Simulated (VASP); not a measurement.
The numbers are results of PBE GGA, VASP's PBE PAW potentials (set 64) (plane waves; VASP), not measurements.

VASP input:

**KPOINTS**
```
Automatic mesh
0
Gamma
9 9 9
0 0 0
```

File POSCAR:
```
CsSnI3
1
    6.2761720000     0.0000000000     0.0000000000
    0.0000000000     6.2761720000     0.0000000000
    0.0000000000     0.0000000000     6.2761720000
Cs Sn I
1 1 3
Direct
  0.5000000000   0.5000000000   0.5000000000
  0.0000000000   0.0000000000   0.0000000000
  0.5000000000   0.0000000000   0.0000000000
  0.0000000000   0.5000000000   0.0000000000
  0.0000000000   0.0000000000   0.5000000000
```

**INCAR**
```
# general
SYSTEM =CsSnI3
PREC   =Accurate
ENCUT  =300
LREAL  =.False.
LASPH  =.True.

# electronic loop
EDIFF  =1E-6
NELM   =100
ALGO   =Normal
LMAXMIX=4

# smearing
ISMEAR =0
SIGMA  =0.02

# functional
GGA    =PE

# ions
ISIF   =2

# output
LWAVE  =.False.
LCHARG =.False.
LORBIT =11
NEDOS  =601
```

POTCAR, in this order: Cs_sv Sn_d I (PBE.64 set). Program: vasp_std.

Predict the energy per atom (σ→0).

The energy per atom (σ→0) is -2.808 eV/atom.

### OSZICAR
```
...
DAV:   9    -0.140400139029E+02    0.25306E-04   -0.62737E-03  2268   0.574E-01    0.998E-02
DAV:  10    -0.140400691217E+02   -0.55219E-04   -0.78214E-04  2132   0.167E-01    0.446E-02
DAV:  11    -0.140401362752E+02   -0.67154E-04   -0.34565E-04  2358   0.113E-01    0.387E-02
DAV:  12    -0.140401366150E+02   -0.33973E-06   -0.22737E-05  2302   0.293E-02    0.277E-02
DAV:  13    -0.140401350909E+02    0.15240E-05   -0.16008E-06  1580   0.944E-03    0.134E-02
DAV:  14    -0.140401338190E+02    0.12719E-05   -0.46985E-06  1876   0.143E-02    0.853E-04
DAV:  15    -0.140401338620E+02   -0.42976E-07   -0.33325E-07  1136   0.311E-03
   1 F= -.14040134E+02 E0= -.14040134E+02  d E =-.108268E-13
```

The structure comes from a computed database's CsSnI3 entry; how it stands against other phases isn't given here. The cell was not relaxed at this level. The run is one of a series of settings (NEDOS = 601, KPOINTS 9×9×9 Γ-centred mesh against the base run), some of them coarse on purpose.
